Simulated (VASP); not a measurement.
Crystal: KTaGa3.

```
CELL_PARAMETERS angstrom
4.48468 0.00000 0.00000
0.00000 4.48468 0.00000
0.00000 0.00000 4.48468
ATOMIC_POSITIONS crystal
K 0.00000 0.00000 0.00000
Ta 0.50000 0.50000 0.50000
Ga 0.50000 0.50000 0.00000
Ga 0.00000 0.50000 0.50000
Ga 0.50000 0.00000 0.50000
```

The cell was built by a generator and needn't be a form met in nature.

Base run:

* Program: VASP 6.6.1
* Functional: PBE
* Potentials or basis: VASP PAW PBE potentials, release 64 (K_sv, Ta_pv, Ga_d)
* Cutoff: 520 eV
* k mesh: 4 × 4 × 4
* Occupations: gaussian, width 0.018 eV
* Spin: non-collinear spin, zero start, spin-orbit coupling
* Starting moments: [[0.0, 0.0, 0.0], [0.0, 0.0, 0.0], [0.0, 0.0, 0.0], [0.0, 0.0, 0.0], [0.0, 0.0, 0.0]] μB

Its results: pressure 44.7 GPa.

Problem. The run is repeated on the same cell with these changes: spin from non-collinear spin, zero start, spin-orbit coupling to no spin polarisation; further incar settings from ALGO = Normal; EDIFF = 1e-06; NBANDS = 74 to ALGO = Normal; EDIFF = 1e-07; NBANDS = 38. What comes out?

Solution. Pressure 45.1 GPa.

Caveats: a pressure of tens of GPa on the cell as given is suspect, and the run, the potentials or the cell itself is likely at fault.

Not every run made on this cell is shown here.
